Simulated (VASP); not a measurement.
Method: PBEsol GGA, VASP's PBE PAW potentials (set 64) (plane waves; VASP 6.6.1).

The input files of a VASP run:

### INCAR
```
ALGO=Normal
EDIFF=1E-6
EDIFFG=-0.01
ENCUT=400
GGA=PS
IBRION=2
ISIF=3
ISMEAR=1
LASPH=T
LCHARG=F
LMAXMIX=4
LREAL=F
LWAVE=F
NELM=100
NSW=60
PREC=Accurate
SIGMA=0.1
SYSTEM=CoSi2
```

### POSCAR
```
CoSi2
1
    0.0000000000     2.6551858848     2.6551858848
    2.6551858848     0.0000000000     2.6551858848
    2.6551858848     2.6551858848     0.0000000000
Co Si
1 2
Direct
  1.0000000000   0.0000000000   0.0000000000
  0.2500000000   0.2500000000   0.2500000000
  0.7500000000   0.7500000000   0.7500000000
```

File KPOINTS:
```
Automatic mesh
0
Gamma
11 11 11
0 0 0
```

POTCAR, in this order: Co Si (PBE.64 set). Program: vasp_std.

The resulting files:

OSZICAR:
```
       N       E                     dE             d eps       ncg     rms          rms(c)
DAV:   1     0.553161166488E+02    0.55316E+02   -0.60504E+03  1400   0.110E+03
DAV:   2    -0.190772785258E+02   -0.74393E+02   -0.69355E+02  1372   0.229E+02
DAV:   3    -0.225362610246E+02   -0.34590E+01   -0.33395E+01  1788   0.567E+01
DAV:   4    -0.226123422276E+02   -0.76081E-01   -0.75980E-01  1568   0.813E+00
DAV:   5    -0.226148484877E+02   -0.25063E-02   -0.25060E-02  1840   0.150E+00    0.155E+01
DAV:   6    -0.261937949343E+02   -0.35789E+01   -0.43266E+01  1684   0.142E+02    0.178E+01
DAV:   7    -0.210145248195E+02    0.51793E+01   -0.18127E+01  1764   0.111E+02    0.371E+00
DAV:   8    -0.210243758279E+02   -0.98510E-02   -0.10938E+00  1588   0.854E+00    0.188E+00
DAV:   9    -0.209857605632E+02    0.38615E-01   -0.10431E-01  1732   0.682E+00    0.446E-01
DAV:  10    -0.209851331945E+02    0.62737E-03   -0.58078E-03  1660   0.674E-01    0.600E-02
DAV:  11    -0.209851304987E+02    0.26958E-05   -0.17962E-04  1732   0.171E-01    0.470E-02
DAV:  12    -0.209851357021E+02   -0.52034E-05   -0.20544E-05  1532   0.686E-02    0.226E-02
DAV:  13    -0.209851356439E+02    0.58222E-07   -0.26833E-06  1388   0.162E-02
   1 F= -.20985136E+02 E0= -.20985386E+02  d E =-.209851E+02
```

### OUTCAR
```
------------------------ aborting loop because EDIFF is reached ----------------------------------------
  FORCE on cell =-STRESS in cart. coord.  units (eV):
  Direction    XX          YY          ZZ          XY          YZ          ZX
  --------------------------------------------------------------------------------------
  Total        0.0272805      0.0272805      0.0272805      0.0000000      0.0000000      0.0000000
  in kB        1.1674770      1.1674770      1.1674770      0.0000000      0.0000000      0.0000000
  external PRESSURE =       1.1674770 kB  Pullay stress =       0.0000000 kB
  volume of cell :       37.44
      direct lattice vectors                 reciprocal lattice vectors
     0.000000000  2.655185885  2.655185885    -0.188310733  0.188310733  0.188310733
     2.655185885  0.000000000  2.655185885     0.188310733 -0.188310733  0.188310733
     2.655185885  2.655185885  0.000000000     0.188310733  0.188310733 -0.188310733
 POSITION                                       TOTAL-FORCE (eV/Angst)
 -----------------------------------------------------------------------------------
      0.00000      0.00000      0.00000        -0.000000      0.000000      0.000000
      1.32759      1.32759      1.32759         0.000000     -0.000000      0.000000
      3.98278      3.98278      3.98278        -0.000000     -0.000000     -0.000000
 -----------------------------------------------------------------------------------
    total drift:                               -0.000000      0.000000      0.000000
  FREE ENERGIE OF THE ION-ELECTRON SYSTEM (eV)
  ---------------------------------------------------
  free  energy   TOTEN  =       -20.9851356439 eV

  energy  without entropy=      -20.9858858774  energy(sigma->0) =      -20.98538572

 reached required accuracy - stopping structural energy minimisation
```
(Selected blocks of OUTCAR.)

The compound is CoSi2 in the fluorite structure. It was relaxed first. The start is the result of an earlier pass. The run is not spin-polarised, so no magnetic state was tried. The electron count is odd and the run is not spin-polarised, which forces a metal.
